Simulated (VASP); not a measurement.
The system is BiSbS4.

```
Sb Bi S
1.0
     6.62302    0.03597    0.03366
     0.04136    7.79774   -0.03363
    -0.02948   -0.03036    6.60600
Sb Bi S
2 2 8
Direct
  0.95123 0.20031 0.01926
  0.98279 0.79093 0.96804
  0.99811 0.01109 0.51762
  0.99728 0.47975 0.48297
  0.77051 0.98508 0.16929
  0.79871 0.49634 0.14793
  0.22885 0.98219 0.84391
  0.24948 0.47511 0.87393
  0.18418 0.26479 0.28839
  0.23497 0.74993 0.32581
  0.81685 0.26386 0.70166
  0.75249 0.76377 0.70857
```

The cell was built by a generator and needn't be a form met in nature.

* Program: VASP 6.6.1
* Task: relaxation of cell and atoms
* Functional: PBE
* Potentials or basis: VASP PAW PBE potentials, release 64 (Sb, Bi_d, S)
* Cutoff: 520 eV
* k mesh: 4 × 3 × 4
* Occupations: gaussian, width 0.15 eV
* Spin: no spin polarisation

At the start: pressure 6.7 GPa; volume 28.43 Å³/atom.

Question: How do energy, volume and symmetry change on relaxing?

Answer: Over 24 steps the energy falls by 353.8 meV/atom and the volume is 28.88 Å³/atom (+1.6 %); space group P-1 (No. 2, to 0.05 Å).

The path:
| step | energy change (eV) | largest force (eV/Å) | pressure (GPa) | volume (Å³) |
| --- | --- | --- | --- | --- |
| 1 | 0.0000 | 5.2282 | 6.73 | 341.16 |
| 2 | -1.9739 | 1.5268 | -5.66 | 403.49 |
| 3 | -2.3185 | 1.7821 | -3.24 | 382.89 |
| 4 | -3.3955 | 1.1208 | -1.51 | 362.56 |
| 5 | -3.6666 | 1.2697 | 0.61 | 348.38 |
| 6 | -3.9712 | 0.7299 | 0.25 | 347.48 |
| 7 | -4.0301 | 1.0289 | 0.17 | 346.89 |
| 8 | -4.1749 | 0.3422 | -0.37 | 348.56 |
| 9 | -4.1875 | 0.3293 | -0.52 | 349.19 |
| 10 | -4.2105 | 0.3432 | 0.60 | 343.48 |
| 11 | -4.2119 | 0.3166 | 0.38 | 344.56 |
| 12 | -4.2284 | 0.1736 | 0.08 | 346.27 |
| 13 | -4.2293 | 0.1797 | 0.00 | 346.79 |
| 14 | -4.2367 | 0.0890 | -0.13 | 347.39 |
| 15 | -4.2372 | 0.1130 | -0.13 | 347.55 |
| 16 | -4.2406 | 0.0844 | 0.11 | 346.13 |
| 17 | -4.2407 | 0.0899 | 0.15 | 345.86 |
| 18 | -4.2434 | 0.0520 | 0.05 | 346.49 |
| 19 | -4.2436 | 0.0626 | 0.03 | 346.65 |
| 20 | -4.2435 | 0.0785 | -0.06 | 346.96 |
| 21 | -4.2436 | 0.0802 | -0.06 | 346.79 |
| 22 | -4.2450 | 0.0607 | 0.00 | 346.58 |
| 23 | -4.2451 | 0.0606 | 0.00 | 346.55 |
| 24 | -4.2457 | 0.0281 | 0.01 | 346.50 |

Final structure:
```
Sb Bi S
1.0
     6.67821    0.05869    0.00858
     0.06943    7.63056   -0.00400
    -0.05609   -0.00223    6.80013
Sb Bi S
2 2 8
Direct
  0.99577 0.24683 0.00371
  0.99712 0.74691 0.00442
  0.99679 0.99772 0.50467
  0.99925 0.49754 0.50358
  0.77223 0.00001 0.14671
  0.77223 0.50049 0.14747
  0.22132 0.99352 0.86091
  0.22134 0.49241 0.86211
  0.22575 0.24290 0.29659
  0.22660 0.74382 0.29791
  0.76797 0.25081 0.70928
  0.76908 0.75020 0.71001
```
